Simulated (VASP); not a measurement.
These are AM05 GGA, VASP's PBE PAW potentials (set 64) (plane waves; VASP) values and carry that method's errors.

Input for VASP

**KPOINTS**
```
Regular mesh
0
Gamma
  9 9 3
```

File POSCAR:
```
La
1.0
  1.8338189432  -3.1762677907   0.0000000000
  1.8338189432   3.1762677907   0.0000000000
  0.0000000000   0.0000000000  11.9169799394
La
4
Cartesian
  0.0000000000   0.0000000000   5.9584899697
  0.0000000000   0.0000000000   0.0000000000
  1.8338189432   1.0587580477   2.9792449849
  1.8338189432  -1.0587580477   8.9377349546
```

### INCAR
```
ISMEAR=1
EDIFFG=-0.02   # ionic stop
SYSTEM=La
NSW=60   # most ionic steps
NELM=100   # most electronic steps
EDIFF=1E-6   # SCF stop (eV)
IBRION=2
LWAVE=.False.
PREC=Accurate
SIGMA=0.1
LREAL=.False.
LASPH=.True.   # aspherical one-centre terms
ISIF=3   # ions, shape and volume
LCHARG=.False.
GGA=AM   # AM05
ENCUT=520
LMAXMIX=6   # l cut-off of mixed one-centre charges
ALGO=Normal   # blocked Davidson
```

POTCAR, in this order: La (PBE.64 set). Program: vasp_std.

Output

OUTCAR:
```
 ion  position               nearest neighbor table
   1  0.000  0.000  0.500-   3 3.66   4 3.66   4 3.66   3 3.66   4 3.66   3 3.66
   2  0.000  0.000  0.000-   3 3.66   4 3.66   4 3.66   3 3.66   4 3.66   3 3.66
   3  0.333  0.667  0.250-   1 3.66   2 3.66   1 3.66   2 3.66   1 3.66   2 3.66
   4  0.667  0.333  0.750-   1 3.66   2 3.66   1 3.66   2 3.66   1 3.66   2 3.66
  LATTYP: Found a hexagonal cell.
 ALAT       =     3.6676380676
 C/A-ratio  =     3.2492246290
 Subroutine PRICEL returns:
 Original cell was already a primitive cell.
 Subroutine GETGRP returns: Found 24 space group operations
The static configuration has the point symmetry D_3d.
 The point group associated with its full space group is D_6h.
The dynamic configuration has the point symmetry D_3d.
 Subroutine INISYM returns: Found 24 space group operations
 Subroutine IBZKPT returns following result:
 Found     24 irreducible k-points:

 Following reciprocal coordinates:
            Coordinates               Weight
  0.000000  0.000000  0.000000      1.000000
  0.111111  0.000000  0.000000      6.000000
  0.222222  0.000000  0.000000      6.000000
  0.333333  0.000000  0.000000      6.000000
  0.444444  0.000000  0.000000      6.000000
...
```

**OSZICAR**
```
       N       E                     dE             d eps       ncg     rms          rms(c)
DAV:   1     0.565297103357E+03    0.56530E+03   -0.14911E+04  1264   0.234E+03
DAV:   2     0.114681557628E+03   -0.45062E+03   -0.44544E+03  1912   0.455E+02
DAV:   3    -0.411284643574E+01   -0.11879E+03   -0.11792E+03  2298   0.278E+02
DAV:   4    -0.181374674484E+02   -0.14025E+02   -0.13904E+02  2304   0.100E+02
DAV:   5    -0.201772944401E+02   -0.20398E+01   -0.19779E+01  2480   0.333E+01    0.477E+00
DAV:   6    -0.203653817906E+02   -0.18809E+00   -0.27602E+00  2432   0.116E+01    0.237E+00
DAV:   7    -0.203557194111E+02    0.96624E-02   -0.36968E-01  2464   0.390E+00    0.697E-01
DAV:   8    -0.203589609569E+02   -0.32415E-02   -0.68131E-02  2480   0.156E+00    0.261E-01
DAV:   9    -0.203600656756E+02   -0.11047E-02   -0.13469E-02  2360   0.710E-01    0.205E-01
DAV:  10    -0.203606796130E+02   -0.61394E-03   -0.40655E-03  2264   0.416E-01    0.617E-02
DAV:  11    -0.203608337096E+02   -0.15410E-03   -0.72541E-04  2384   0.160E-01    0.250E-02
DAV:  12    -0.203608608322E+02   -0.27123E-04   -0.23727E-04  2304   0.923E-02    0.636E-03
DAV:  13    -0.203608652386E+02   -0.44064E-05   -0.36349E-05  1912   0.355E-02    0.129E-03
DAV:  14    -0.203608674413E+02   -0.22027E-05   -0.68305E-06  1344   0.135E-02    0.125E-03
DAV:  15    -0.203608672913E+02    0.15000E-06   -0.19670E-06  1200   0.146E-02
   1 F= -.20360867E+02 E0= -.20359253E+02  d E =-.203609E+02
       N       E                     dE             d eps       ncg     rms          rms(c)
DAV:   1    -0.203804443730E+02   -0.19577E-01   -0.12549E+00  2048   0.200E+01    0.597E-01
DAV:   2    -0.203681877622E+02    0.12257E-01   -0.44990E-02  2230   0.241E+00    0.304E-01
DAV:   3    -0.203641613946E+02    0.40264E-02   -0.22716E-02  2256   0.148E+00    0.777E-02
DAV:   4    -0.203642005968E+02   -0.39202E-04   -0.14494E-03  2200   0.356E-01    0.448E-02
DAV:   5    -0.203642319747E+02   -0.31378E-04   -0.11598E-04  2344   0.896E-02    0.247E-02
DAV:   6    -0.203642322231E+02   -0.24843E-06   -0.42964E-05  2104   0.643E-02    0.376E-03
DAV:   7    -0.203642323107E+02   -0.87564E-07   -0.25876E-06  1264   0.167E-02
   2 F= -.20364232E+02 E0= -.20362957E+02  d E =-.336502E-02
       N       E                     dE             d eps       ncg     rms          rms(c)
DAV:   1    -0.203746275128E+02   -0.10395E-01   -0.73976E-01  2016   0.153E+01    0.458E-01
DAV:   2    -0.203674858490E+02    0.71417E-02   -0.26556E-02  2222   0.187E+00    0.234E-01
DAV:   3    -0.203650950246E+02    0.23908E-02   -0.13424E-02  2280   0.114E+00    0.598E-02
DAV:   4    -0.203651200682E+02   -0.25044E-04   -0.84937E-04  2206   0.267E-01    0.345E-02
DAV:   5    -0.203651387217E+02   -0.18653E-04   -0.67091E-05  2240   0.700E-02    0.192E-02
DAV:   6    -0.203651395242E+02   -0.80255E-06   -0.24318E-05  1934   0.485E-02    0.383E-03
DAV:   7    -0.203651398359E+02   -0.31167E-06   -0.36115E-06  1360   0.201E-02
   3 F= -.20365140E+02 E0= -.20364206E+02  d E =-.427254E-02
```

**OUTCAR**
```
------------------------ aborting loop because EDIFF is reached ----------------------------------------
  FORCE on cell =-STRESS in cart. coord.  units (eV):
  Direction    XX          YY          ZZ          XY          YZ          ZX
  --------------------------------------------------------------------------------------
  Total        0.0531508      0.0531508      0.0005360     -0.0000000      0.0000000      0.0000000
  in kB        0.6172896      0.6172897      0.0062250     -0.0000000      0.0000000      0.0000000
  external PRESSURE =       0.4136014 kB  Pullay stress =       0.0000000 kB
  volume of cell :      137.95
      direct lattice vectors                 reciprocal lattice vectors
     1.839403474 -3.185940484  0.000000000     0.271827256 -0.156939529  0.000000000
     1.839403474  3.185940484  0.000000000     0.271827256  0.156939529  0.000000000
     0.000000000  0.000000000 11.770279944     0.000000000  0.000000000  0.084959746
 POSITION                                       TOTAL-FORCE (eV/Angst)
 -----------------------------------------------------------------------------------
      0.00000      0.00000      5.88514         0.000000      0.000000     -0.000000
      0.00000      0.00000      0.00000         0.000000      0.000000     -0.000000
      1.83940      1.06198      2.94257        -0.000000      0.000000      0.000000
      1.83940     -1.06198      8.82771        -0.000000     -0.000000     -0.000000
 -----------------------------------------------------------------------------------
    total drift:                                0.000000      0.000000      0.000000
  FREE ENERGIE OF THE ION-ELECTRON SYSTEM (eV)
  ---------------------------------------------------
  free  energy   TOTEN  =       -20.3651398359 eV

  energy  without entropy=      -20.3623388438  energy(sigma->0) =      -20.36420617

 reached required accuracy - stopping structural energy minimisation
```
(Selected blocks of OUTCAR.)

File CONTCAR:
```
La
   1.00000000000000
     1.8394034743711785   -3.1859404843361219    0.0000000000000000
     1.8394034743711785    3.1859404843361219    0.0000000000000000
     0.0000000000000000    0.0000000000000000   11.7702799436277559
  La
     4
Direct
     0.0000000000000000    0.0000000000000000    0.5000000000000000
     0.0000000000000000    0.0000000000000000    0.0000000000000000
     0.3333330000000032    0.6666669999999968    0.2500000000000000
     0.6666669999999968    0.3333330000000032    0.7500000000000000
```

The compound is La in the dhcp structure. This run relaxes it. Symmetry was kept, so distortions that lower it aren't found. The start is the result of an earlier pass.
